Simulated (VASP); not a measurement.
Input:

```
CELL_PARAMETERS angstrom
      1.55508    -2.69348     0.00000
      1.55508     2.69348     0.00000
      0.00000     0.00000     3.48349
ATOMIC_POSITIONS crystal
  Hf 0.00000 0.00000 0.00000
  B  0.33333 0.66667 0.50000
  B  0.66667 0.33333 0.50000
```

Method: MS2 meta-GGA, VASP's PBE PAW potentials (set 64) (plane waves; VASP). Run with 520 eV cut-off, 13×13×10 Γ-centred mesh, tetrahedra with Blöchl corrections, potentials Hf_pv B.

The cores are frozen, which limits the accuracy of field gradients.

Problem. Give the principal components of the electric field gradient (V/Å²) and the asymmetry η at each nucleus.

Solution. 
```csv
atom,Vxx,Vyy,Vzz,η
Hf1,-46.5,-46.5,93.0,0.00
B2,-2.1,-2.1,4.2,0.00
B3,-2.1,-2.1,4.2,0.00
```

The compound is HfB2 in the AlB2 type structure. It was relaxed first.
